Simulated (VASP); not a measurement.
An input for Ansatz (written as the equivalent of a VASP run, and not itself run):

Ansatz 0.2 input:
```yaml
crystal:
  lattice:
    - [1.1261958, -1.9506282, 0.0000000]
    - [1.1261958, 1.9506282, 0.0000000]
    - [0.0000000, 0.0000000, 3.5377666]
  atoms:
    - { symbol: Be, position: [0.3333330, 0.6666670, 0.2500000] }
    - { symbol: Be, position: [0.6666670, 0.3333330, 0.7500000] }
kpoints:
  mp_grid: { grid: [17, 17, 9] }
hamiltonian:
  xc: pbe
  dispersion: d4
  pseudopotentials: { kind: paw }
scf:
  occupations: { method: methfessel_paxton, width: 0.1 }
  max_iter: 100
relax:
  max_steps: 60
  f_tol: 0.01
  cell: {}
output: { forces: true, stress: true, eigenvalues: true }
```

Write the VASP files for the same calculation (PBE-D4).

This is not unique; one that fits is 
### KPOINTS
```
K-points
0
Gamma
  17 17 9
```

### POSCAR
```
Be
1
    1.1261957892    -1.9506281601     0.0000000000
    1.1261957892     1.9506281601    -0.0000000000
    0.0000000000     0.0000000000     3.5377665831
Be
2
Direct
  0.3333330000   0.6666670000   0.2500000000
  0.6666670000   0.3333330000   0.7500000000
```

### INCAR
```
! general
SYSTEM=Be
PREC  =Accurate
ENCUT =520
LREAL =.FALSE.   ! projection in real space or not
LASPH =.TRUE.   ! aspherical one-centre terms

! electronic loop
EDIFF =1E-6   ! SCF stop (eV)
NELM  =100   ! most electronic steps
ALGO  =Normal   ! blocked Davidson

! smearing
ISMEAR=1   ! Methfessel-Paxton
SIGMA =0.1

! functional
GGA   =PE
IVDW  =13

! ions
IBRION=2
NSW   =60   ! most ionic steps
ISIF  =3   ! ions, shape and volume
EDIFFG=-0.01   ! ionic stop

! output
LWAVE =.FALSE.
LCHARG=.FALSE.
```

POTCAR, in this order: Be (PBE.64 set). Program: vasp_std.

Limits of the translation: each code has its own PAW files, so the cut-off isn't converted (ENCUT is set for VASP's; basis.ecutwfc is left out, and Ansatz then takes the one that its files recommend); Ansatz stops its SCF on the density residual and VASP on the energy change (EDIFF).

The compound is Be in the hcp structure. It was relaxed first. The start is the result of an earlier pass.
